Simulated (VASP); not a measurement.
Sheet: AgF, a sheet with vacuum.

```xyz
2
Lattice="3.1221 0.0000 0.0000 0.0000 4.1429 0.0000 0.0000 0.0000 23.8000" Properties=species:S:1:pos:R:3 pbc="T T T"
Ag    0.0000    2.0714    7.0001
F     0.0000    0.0000    7.0001
```

The cell was built by a generator and needn't be a form met in nature.

Base run:

* Program: VASP 6.6.1
* Functional: PBE
* Potentials or basis: VASP PAW PBE potentials, release 64 (Ag, F)
* Cutoff: 520 eV
* k mesh: 9 × 7 × 1
* Occupations: fermi-dirac, width 0.05 eV
* Spin: no spin polarisation
* Hubbard terms: Ag d U = 2 eV

Its results: band gap on the k mesh 1.38 eV, indirect (least direct gap 3.55 eV).

Question: The run is repeated on the same cell with these changes: hubbard terms from Ag d U = 2 eV to none. What comes out?

Answer: Band gap on the k mesh 1.10 eV, indirect (least direct gap 3.20 eV).

The U term pushes filled and empty states of the shell apart.

A k mesh can miss the band edges.
